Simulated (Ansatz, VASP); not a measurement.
# Er: VASP beside Ansatz, part 2 of 2

One calculation is typed for both programs; each brings its own data sets and cutoff. How far apart do they land? The cell is taken from a series of VASP runs on this material, whose earlier steps may have relaxed, scaled or displaced it; both programs get it as it stands.

VASP 6.6.1 and Ansatz 0.2.0.

So far: The starting structure; VASP: single point, PBE with D3(BJ), DFT+U.

In doubt: a part-filled 4f shell, where there is one, can sit in one of many states, so energies may not be the lowest and differences between runs may mislead; derivatives with an open 4f shell can jump between states, which bears on forces and vibrations.

## 3. Ansatz: single point, PBE with D3(BJ), DFT+U

Level of this step: Ansatz beside VASP: Kohn-Sham DFT, plane waves, PBE with D3(BJ), DFT+U (Ansatz).

Ansatz runs on its default PAW (the set named soft_2) files.

The same cell, functional, mesh and smearing now go to Ansatz, which takes its cutoff from its data sets.

Contents of input.yaml:

```yaml
crystal:
  lattice:
    - [3.5588, 0.0, 0.0]
    - [-1.7794, 3.082011207, 0.0]
    - [0.0, 0.0, 5.5874]
  atoms:
    - { symbol: Er, position: [0.3333333333, 0.6666666667, 0.25], spin: 3.0 }
    - { symbol: Er, position: [0.6666666667, 0.3333333333, 0.75], spin: -3.0 }
hamiltonian:
  xc: pbe
  pseudopotentials: { kind: paw }
  dispersion: d3bj
  hubbard: { sites: [{ species: Er, l: f, u_eff: 6.0 }] }
magnetization:
  spin_polarized: true
kpoints:
  mp_grid: { grid: [7, 7, 4] }
scf:
  occupations: { method: methfessel_paxton, width: 0.2 }
  n_extra_bands: 9
output:
  forces: true
  stress: true
  eigenvalues: true
```

Launch:

```sh
$ ansatz run input.yaml --threads 2 --pin off --max-ram 4608MiB --backend cpu --events-out ev --progress --plain --runs-dir out
```

Numbers of over 12 decimals in the logs are rounded to 6 here.

Output:

```text
Er: projections on atomic orbitals take those of the free atom [Kr 4d10] 4f12 5s2 5p6 5d0 6s2, of charge +0.00 (hamiltonian.pseudopotentials.projection_atoms); the dataset's partial waves leave at most 1.3e-4 of an orbital's norm unspanned inside its sphere
scf.n_extra_bands = 9 over 22 filled bands (N_el = 44.0): the run solves 31 bands
Engine: ansatz 0.2.0, aarch64-unknown-linux-gnu
Pseudopotentials: kind: paw
Pseudopotential: Er, paw, valence charge 22, recommended cutoff 420 eV (normal), Er.paw.azcp
Functional definition: PBE
  parameter kappa = 0.804
  parameter beta = 0.066725
  exchange = pbe_x(kappa = kappa, mu = beta*pi^2/3)
  correlation = pbe_c(beta = beta)
Crystal: 2 atoms, lattice volume = 61.284 Å³
Basis set: ecut = 420 eV, 1177 PW (Γ), exchange–correlation on 48×48×80 points (8 copies of the dense FFT grid, shifted against one another)
Bands: 31, of which v1, the nominal top of the filled ones, is band 22 counted from 1 (21 counted from 0)
Symmetry: 12 space group operations
Space group: P-6m2 (ITA 187), of the structure as read, at distance tolerance 3.9e-5 Å
Magnetic group: BNS 194.267 (UNI 1497), of the structure as read, at distance tolerance 3.9e-5 Å
k-points: 24 of 196 (time reversal used)
Non-local potential: Er, projectors of the file, l = 0: 3, l = 1: 2, l = 2: 2, l = 3: 3
PAW form: soft (Blöchl's): semilocal exchange-correlation on the pseudo side does not see the compensation charge
PAW one-centre angular grid: Er, 590 points (default); XC on 64 Gauss nodes
Initial density: superposition of atomic densities (chi_scale 0.1, normalization cell)
Starting magnetic order: antiferromagnet; an inversion exchanges its spin sublattices: spin-degenerate at every k-point
Initial wavefunctions: pseudopotential atomic-orbital guess
Functional: x = pbe(κ = 0.804, μ = 0.219515), c = pbe(β = 0.066725)
SCF iter   1: F=—  HF=-24172.207113 eV  |F-HF|=—  |Δ(HF+E_count)|=         —  Δρ=6.84e-2 (↑6.84e-2 ↓6.42e-2)  dr2=4.70e0  dr2_m=1.12e0  M=-0.036 μB ∫|m|=6.136 μB  β_m=0.30  ethr=3.10e-3  ⟨swp⟩=5.4  Hψ=5547  notcnv=0
preconditioner: auto → Kerker (q_TF=auto, 2.582 Å⁻¹)  [metal: Δε(μ)=0.118 eV  Ē_g=11.287 eV  σ=0.200 eV  W_gap=0.47  n_scr=22 (ndim 8)  ℏωp=30.0 eV  f_vac=0.000  D(μ)=3.04/eV (n_scr^D=22)]
spin=Collinear: Kerker preconditioning applied to the charge; magnetization (m = ρ↑ − ρ↓) channel mixes plain (no charge-response kernel on spin).
SCF iter   2: F=—  HF=-24172.517228 eV  |F-HF|=—  |Δ(HF+E_count)|=   3.10e-1  Δρ=4.68e-2 (↑4.68e-2 ↓4.56e-2)  dr2=1.87e0  dr2_m=7.34e-1  M=-0.021 μB ∫|m|=6.230 μB  β_m=0.54  ethr=3.10e-3  ⟨swp⟩=2.2  Hψ=3145  notcnv=0
SCF iter   3: F=—  HF=-24173.611418 eV  |F-HF|=—  |Δ(HF+E_count)|=    1.09e0  Δρ=1.73e-2 (↑1.57e-2 ↓1.73e-2)  dr2=5.94e-1  dr2_m=3.15e-2  M=-0.005 μB ∫|m|=6.295 μB  β_m=0.54  ethr=3.10e-3  ⟨swp⟩=2.0  Hψ=2484  notcnv=0
SCF iter   4: F=—  HF=-24173.401090 eV  |F-HF|=—  |Δ(HF+E_count)|=   2.10e-1  Δρ=4.36e-3 (↑4.36e-3 ↓4.15e-3)  dr2=3.55e-2  dr2_m=3.41e-3  M=-0.005 μB ∫|m|=6.342 μB  β_m=0.77  ethr=1.35e-3  ⟨swp⟩=2.0  Hψ=2896  notcnv=0  defer=1
SCF iter   5: F=—  HF=-24173.446081 eV  |F-HF|=—  |Δ(HF+E_count)|=   4.50e-2  Δρ=2.18e-3 (↑1.28e-3 ↓2.18e-3)  dr2=5.39e-3  dr2_m=8.47e-4  M=-0.006 μB ∫|m|=6.359 μB  β_m=0.87  ethr=8.07e-5  ⟨swp⟩=2.0  Hψ=3165  notcnv=0
SCF iter   6: F=—  HF=-24173.453337 eV  |F-HF|=—  |Δ(HF+E_count)|=   7.26e-3  Δρ=1.37e-3 (↑1.05e-3 ↓1.37e-3)  dr2=8.10e-4  dr2_m=6.83e-4  M=0.002 μB ∫|m|=6.387 μB  β_m=0.76  ethr=1.23e-5  ⟨swp⟩=2.4  Hψ=2807  notcnv=0
SCF iter   7: F=—  HF=-24173.449397 eV  |F-HF|=—  |Δ(HF+E_count)|=   3.94e-3  Δρ=1.17e-3 (↑6.93e-4 ↓1.17e-3)  dr2=1.43e-3  dr2_m=1.74e-4  M=0.002 μB ∫|m|=6.366 μB  β_m=0.72  ethr=1.84e-6  ⟨swp⟩=3.1  Hψ=3684  notcnv=0
SCF iter   8: F=—  HF=-24173.448934 eV  |F-HF|=—  |Δ(HF+E_count)|=   4.63e-4  Δρ=5.69e-4 (↑1.99e-4 ↓5.69e-4)  dr2=2.13e-4  dr2_m=5.06e-5  M=0.001 μB ∫|m|=6.368 μB  β_m=0.86  ethr=1.84e-6  ⟨swp⟩=2.0  Hψ=2678  notcnv=0
SCF iter   9: F=—  HF=-24173.448774 eV  |F-HF|=—  |Δ(HF+E_count)|=   1.60e-4  Δρ=2.30e-4 (↑8.08e-5 ↓2.30e-4)  dr2=5.52e-5  dr2_m=9.18e-6  M=0.000 μB ∫|m|=6.370 μB  β_m=0.93  ethr=4.85e-7  ⟨swp⟩=2.0  Hψ=2679  notcnv=0
SCF iter  10: F=—  HF=-24169.417667 eV  |F-HF|=—  |Δ(HF+E_count)|=         —  Δρ=1.19e-1 (↑1.19e-1 ↓1.18e-1)  dr2=1.11e1  dr2_m=4.61e0  M=-0.003 μB ∫|m|=4.141 μB  β_m=0.93  ethr=1.25e-7  ⟨swp⟩=2.0  Hψ=2666  notcnv=0
[...]
Symmetry: 2 space group operations
k-points: 60 of 196 (time reversal used)
Initial density: handed on by an earlier stage of this run
[...]
preconditioner: auto → Kerker (q_TF=auto, 2.582 Å⁻¹)  [metal: Δε(μ)=0.027 eV  Ē_g=13.562 eV  σ=0.200 eV  W_gap=0.11  n_scr=22 (ndim 8)  ℏωp=30.0 eV  f_vac=0.000  D(μ)=3.32/eV (n_scr^D=34)]
spin=Collinear: Kerker preconditioning applied to the charge; magnetization (m = ρ↑ − ρ↓) channel mixes plain (no charge-response kernel on spin).
[...]
SCF 1 converged in 10 iterations: F = -24173.481927 eV  dr2 = 6.99e-9
  greatest PAW one-centre occupation: 0.993 electrons in one spin orbital (limit 2), on the Er atom at site 0 (counted from 0), in its partial waves of l = 3
Initial density: read from a saved state, or passed on in memory by an earlier SCF of this step, an earlier step, the calling program or the single point that the run made first
Starting moments: Σ|m| = 6 μB on 2 of 2 sites; this step starts from the density that it was given
Initial wavefunctions: those read from a saved state, or passed on in memory by an earlier step or the calling program
iter 1 solved again at ethr=2.32e-6 eV; its pass at ethr=3.10e-3 eV (dr2=1.02e-3 eV) is discarded
SCF iter   1: F=—  HF=-24173.539738 eV  |F-HF|=—  |Δ(HF+E_count)|=         —  Δρ=1.00e-3 (↑1.00e-3 ↓1.00e-3)  dr2=1.02e-3  dr2_m=2.87e-4  M=-0.001 μB ∫|m|=6.380 μB  β_m=0.30  ethr=2.32e-6  ⟨swp⟩=1.0  Hψ=15972  notcnv=0
preconditioner: auto → Kerker (q_TF=auto, 2.582 Å⁻¹)  [metal: Δε(μ)=0.021 eV  Ē_g=13.737 eV  σ=0.100 eV  W_gap=0.05  n_scr=22 (ndim 8)  ℏωp=30.0 eV  f_vac=0.000  D(μ)=3.54/eV (n_scr^D=34)]
spin=Collinear: Kerker preconditioning applied to the charge; magnetization (m = ρ↑ − ρ↓) channel mixes plain (no charge-response kernel on spin).
SCF iter   2: F=—  HF=-24173.539620 eV  |F-HF|=—  |Δ(HF+E_count)|=   1.18e-4  Δρ=4.84e-4 (↑4.84e-4 ↓4.84e-4)  dr2=2.13e-4  dr2_m=8.81e-5  M=-0.001 μB ∫|m|=6.382 μB  β_m=0.40  ethr=2.32e-6  ⟨swp⟩=2.0  Hψ=5040  notcnv=0
SCF iter   3: F=—  HF=-24173.539652 eV  |F-HF|=—  |Δ(HF+E_count)|=   3.18e-5  Δρ=3.87e-4 (↑3.87e-4 ↓3.87e-4)  dr2=1.86e-4  dr2_m=4.33e-5  M=-0.001 μB ∫|m|=6.378 μB  β_m=0.48  ethr=4.85e-7  ⟨swp⟩=2.0  Hψ=5995  notcnv=0
SCF iter   4: F=-24173.539629 eV  HF=-24173.539627 eV  |F-HF|=2.42e-6  |Δ(HF+E_count)|=   2.55e-5  Δρ=5.96e-5 (↑5.92e-5 ↓5.96e-5)  dr2=5.93e-6  dr2_m=7.98e-7  M=-0.000 μB ∫|m|=6.374 μB  ethr=2.27e-7  ⟨swp⟩=1.8  Hψ=11736  notcnv=0
SCF 2 converged in 4 iterations: F = -24173.539629 eV  dr2 = 5.93e-6
Symmetry: 1 space group operations
k-points: 99 of 196 (time reversal used)
iter 1 solved again at ethr=1.35e-8 eV; its pass at ethr=2.27e-6 eV (dr2=5.92e-6 eV) is discarded
SCF iter   1: F=—  HF=-24173.539627 eV  |F-HF|=—  |Δ(HF+E_count)|=         —  Δρ=5.95e-5 (↑5.91e-5 ↓5.95e-5)  dr2=5.92e-6  dr2_m=8.04e-7  M=-0.000 μB ∫|m|=6.374 μB  ethr=1.35e-8  ⟨swp⟩=1.8  Hψ=34539  notcnv=0
preconditioner: auto → Kerker (q_TF=auto, 2.582 Å⁻¹)  [metal: Δε(μ)=0.022 eV  Ē_g=13.716 eV  σ=0.100 eV  W_gap=0.06  n_scr=22 (ndim 8)  ℏωp=30.0 eV  f_vac=0.000  D(μ)=3.53/eV (n_scr^D=34)]
spin=Collinear: Kerker preconditioning applied to the charge; magnetization (m = ρ↑ − ρ↓) channel mixes plain (no charge-response kernel on spin).
SCF iter   2: F=—  HF=-24173.539635 eV  |F-HF|=—  |Δ(HF+E_count)|=   8.44e-6  Δρ=1.41e-5 (↑1.40e-5 ↓1.41e-5)  dr2=2.36e-7  dr2_m=6.88e-8  M=-0.000 μB ∫|m|=6.372 μB  ethr=2.27e-6  ⟨swp⟩=2.3  Hψ=28060  notcnv=0
SCF iter   3: F=—  HF=-24173.539635 eV  |F-HF|=—  |Δ(HF+E_count)|=   8.20e-8  Δρ=1.12e-5 (↑9.17e-6 ↓1.12e-5)  dr2=2.54e-7  dr2_m=2.83e-8  M=-0.000 μB ∫|m|=6.372 μB  ethr=1.15e-8  ⟨swp⟩=1.9  Hψ=17772  notcnv=0
SCF iter   4: F=-24173.539635 eV  HF=-24173.539635 eV  |F-HF|=2.03e-9  |Δ(HF+E_count)|=   2.09e-7  Δρ=1.62e-6 (↑1.37e-6 ↓1.62e-6)  dr2=3.16e-9  dr2_m=7.47e-10  M=0.000 μB ∫|m|=6.371 μB  ethr=2.27e-10  ⟨swp⟩=2.1  Hψ=20271  notcnv=0
an SCF along what the orbitals of the run's state read of its open shells (or to have them read: on a GPU, or by another smearing), with 11 of the crystal's symmetry operations given up (99 k-points in place of 24), reached no lower state that the run goes on to. This is no proof of a minimum
this state was not tested for a lower state beside it, because cold or Methfessel-Paxton smearing, or corrected tetrahedra, fill the levels in a way that the test cannot read (fill_not_monotonic; see scf.lower_state_search)
SCF converged after 28 iterations (18 of them in the search for the orbital order of the open f shells)
an eigenvalue changed by more than its tolerance at an iteration that met the thresholds in force, so the SCF went on 1 time: the last check found none over its tolerance
Magnetization: -0.0007 μB (21.9996 up, 22.0004 down)
Absolute magnetization: 6.4023 μB (∫|ρ↑−ρ↓|, with the PAW one-centre terms)
Spin contamination: 3.0708 ħ² per cell (⟨S²⟩ above its minimum at these occupations)
Per-site moments (μB) at R_I (Å): [(3.120199, 1.430516), (-3.120596, 1.430516)]
Free energy (F): -24173.481927 eV
Harris-Foulkes:  -24173.481927 eV  (|F-HF|=4.01e-9)
Internal energy: -24173.477937 eV  (E = F + TS)
E sigma→0 (E₀):  -24173.480929 eV
Entropy (-TS):   -0.003989 eV (-1.995 meV/atom)
Fermi energy:    12.935330 eV
Step filling:    the computed levels leave a gap of 0.0005 eV = 0.0 smearing widths at the electron count; against every level under it full and every level over it empty, smearing changes F+E_penalty+E_count by -3.694 meV and its σ→0 estimate by -2.697 meV
--- Per-component energies (eV) ---
  E_band       = -109.683886
  E_kinetic    = 776.661041
  E_local      = -8932.894609  (includes V_loc(G=0)·N_el)
  E_nonlocal   = 1279.913113
  E_hartree    = 3758.071330
  E_xc         = -400.850566
  E_vxc        = -469.359402  (∫ρ·V_xc dr)
  E_hubbard    = 0.345862  (on-site DFT+U / exact-exchange correction)
  E_vhub       = -65.299659  (the Hubbard potential's part of the band-sum identity)
  E_paw        = -14223.000391  (= ΣΔE_a)
  E_vpaw       = -214.845170  (= ΣTr[D̂ρ^β])
  E_aug_tail   = 0.000001  (compensation charges beyond the density's cutoff)
  E_ewald      = -6431.062788
  E_disp       = -0.660930  (pairwise vdW)
  E_smearing   = -0.003989  (= −TS)
  E_closure    = -0.000000  (closes the sum)
  Σ components = -24173.481927   (vs F -24173.481927, Δ=0.00e0)
--- Forces (eV/Å), atoms counted from 1 ---
  atom   1  Er    -0.00125108     0.00072231     0.00000275
  atom   2  Er     0.00125053    -0.00072199    -0.00000067
  max |Σ_I F_I| component: 2.09e-6 eV/Å
--- Stress (GPa, compression-positive) ---
       -1.853879       0.001708      -0.000006
        0.001708      -1.851907       0.000004
        0.000026      -0.000015      -2.161088
  P = ⅓ Tr σ = -1.9556 GPa (-19.556 kbar)
--- Band table (eV; the first three rows and the last of 120) ---
  k-point 0 ↑: bands = [... 18 lower, 6.3263, 7.5149, 10.7389, 13.5506, 13.6039, 13.6763, 13.9917, 14.8865, ... 5 higher]
  k-point 1 ↑: bands = [... 18 lower, 6.3271, 7.9618, 10.3363, 13.4589, 13.6068, 13.6814, 13.8291, 14.7251, ... 5 higher]
  k-point 2 ↑: bands = [... 18 lower, 6.3276, 8.9942, 9.2629, 13.4092, 13.6148, 13.6861, 14.1118, 14.1778, ... 5 higher]
  k-point 59 ↓: bands = [... 18 lower, 6.3171, 10.6157, 11.5473, 12.4970, 12.9616, 13.6130, 13.6647, 13.6782, ... 5 higher]
Occupation matrices written to <dir>
```

Run time: 4.8 min. Hardware: 2 threads of Arm Neoverse N1, shared host; peak memory 1.2 GiB; 9.4 min of CPU time.

The run ends at a pressure of -1.96 GPa, with forces up to 0.0014 eV/Å.

## 4. Side by side

Known differences besides the potentials themselves: U acts on the PAW sphere in VASP and on atomic orbitals in Ansatz, so only states and trends compare; the cutoff is 420 eV in Ansatz and 460 eV in VASP; site moments are counted in spheres of each program's own size. Total energies have different zeros and are not compared.

Compared:

```
          quantity  Ansatz   VASP  difference
    pressure (GPa)   -1.96  -1.77       -0.19
moment on Er1 (μB)    3.12   3.06       +0.06
moment on Er2 (μB)   -3.12  -3.06       -0.07
```

VASP's last cycles still show a density residual of 6e-02, so its state may not be settled.

## 5. Outcome

| Item | Value |
| --- | --- |
| difference in moment on Er2 (single point, PBE with D3(BJ), DFT+U) | -0.066 μB |

In words: The difference in moment on Er2 is -0.066 μB (single point, PBE with D3(BJ), DFT+U). How closely two codes agree says nothing of how well the functional describes the real material.

[Lines on the potential files, build, host, timing and source positions are cut from VASP's logs without a mark.]

[Logs are printed without paths, hosts, clocks, repeated set-up lines and the standing remarks that a program may print on its own settings, such as how far it seeks lower states.]

[Hosts, paths, dates, database ids (printed as entryN), source tags and the programs' standing remarks are cut or masked in the printed files.]
